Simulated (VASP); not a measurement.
A convergence study with VASP on Er (hcp): one setting is varied, all else stays as given below, so the limit is that of these other settings.

```
CELL_PARAMETERS angstrom
      1.78000    -3.08305     0.00000
      1.78000     3.08305     0.00000
      0.00000     0.00000     5.59000
ATOMIC_POSITIONS crystal
  Er 0.33333 0.66667 0.25000
  Er 0.66667 0.33333 0.75000
```

These are PBE GGA, VASP's PBE PAW potentials (set 64) (plane waves; VASP) values and carry that method's errors. The tightest run used: 550 eV cut-off, 21×21×13 Γ-centred mesh, first-order Methfessel-Paxton smearing of 0.10 eV, potentials Er_3.

The 4f electrons are frozen in the core of the lanthanide potential, so 4f levels, which can set the real gap, and their magnetism are missing.

The reference is 21×21×13 mesh, which took about 4 core-minutes. The timings are rough (shared machines, no repeats); factors under 2 mean little.

**Question.** Of the settings 1×1×1 mesh; 2×2×1 mesh; 3×3×2 mesh; 4×4×2 mesh; 5×5×3 mesh; 6×6×4 mesh; 7×7×4 mesh; 8×8×5 mesh; 9×9×6 mesh; 10×10×6 mesh; 11×11×7 mesh; 12×12×7 mesh; 13×13×8 mesh; 14×14×9 mesh; 15×15×9 mesh; 16×16×10 mesh; 17×17×10 mesh; 18×18×11 mesh; 19×19×12 mesh; 20×20×12 mesh; 21×21×13 mesh, which is the lowest that keeps the difference from the reference in E (eV/atom) within 0.005 from there on, and what does it cost?

**Answer.** 9×9×6 mesh; its cost over the reference is about 1/8.
```csv
setting,difference in E (eV/atom),cost over the reference
1×1×1 mesh,1.4955,about 1/40
2×2×1 mesh,0.6655,about 1/50
3×3×2 mesh,0.0641,about 1/40
4×4×2 mesh,0.0407,about 1/20
5×5×3 mesh,0.0271,about 1/30
6×6×4 mesh,0.0070,about 1/10
7×7×4 mesh,0.0042,about 1/10
8×8×5 mesh,0.0086,about 1/10
9×9×6 mesh,0.0014,about 1/8
10×10×6 mesh,0.0038,about 1/8
11×11×7 mesh,0.0021,about 1/5
12×12×7 mesh,0.0025,about 1/6
13×13×8 mesh,0.0010,about 1/4
14×14×9 mesh,0.0011,about 1/3
15×15×9 mesh,0.0009,about 1/3
16×16×10 mesh,0.0004,about 1/2
17×17×10 mesh,0.0001,about 1/2
18×18×11 mesh,0.0000,within a factor of 2
19×19×12 mesh,0.0008,within a factor of 2
20×20×12 mesh,0.0005,within a factor of 2
21×21×13 mesh,0.0000,reference
```

Left out are rungs that failed or repeat a setting and relaxations that didn't move; long series are thinned to 24 rows.

The compound is Er in the hcp structure. The cell was not relaxed at this level.
